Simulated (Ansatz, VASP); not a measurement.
Ca2SeI2: VASP beside Ansatz

```
Ca Se I
1.0
     4.96597    0.00000    0.00000
    -2.48299    4.30066    0.00000
     0.00000    0.00000    8.22547
Ca Se I
2 1 2
Direct
  0.33333 0.66667 0.00000
  0.66667 0.33333 0.00000
  0.00000 0.00000 0.00000
  0.00000 0.00000 0.74357
  0.00000 0.00000 0.25643
```

Alike in both runs: task single point; functional PBE; k mesh 6 × 6 × 2; occupations gaussian, width 0.1 eV; no spin polarisation.

```csv
,VASP,Ansatz
version,VASP 6.6.1,Ansatz 0.2.0
potentials or method,"VASP PAW PBE potentials, release 64 (Ca_sv, Se, I)","scalar-relativistic, plane waves, PAW"
plane-wave cutoff (eV),520,420
valence electrons in the cell,40,70
```

VASP gave:

| Quantity | Value |
| --- | --- |
| gap on the k mesh at the Fermi level (eV) | none |
| pressure (GPa) | 27.3 |
| largest component of the traceless stress (GPa) | 39.17 |
| rms of the force components (eV/Å) | 6.165 |

**Question.** What did Ansatz give for the same quantities?

**Answer.** gap on the k mesh at the Fermi level (eV): none; pressure (GPa): 27.0; largest component of the traceless stress (GPa): 38.92; rms of the force components (eV/Å): 6.111.

Atom by atom the forces differ by 0.054 eV/Å (rms over components). A gap of «none» marks a metal or a gap that the smearing closes. The two sets of potentials don't hold the same shells in valence.

Caveats: the k mesh is coarse (spacing up to 0.38 Å⁻¹), so the values aren't converged; so large a pressure means that the cell lies far from this level's equilibrium, or that cutoff or potentials fall short (VASP); forces of over 1 eV/Å show positions far from the minimum, so gaps and moduli don't describe the material at rest. The runs have no spin-orbit coupling, so splittings on I are missing.
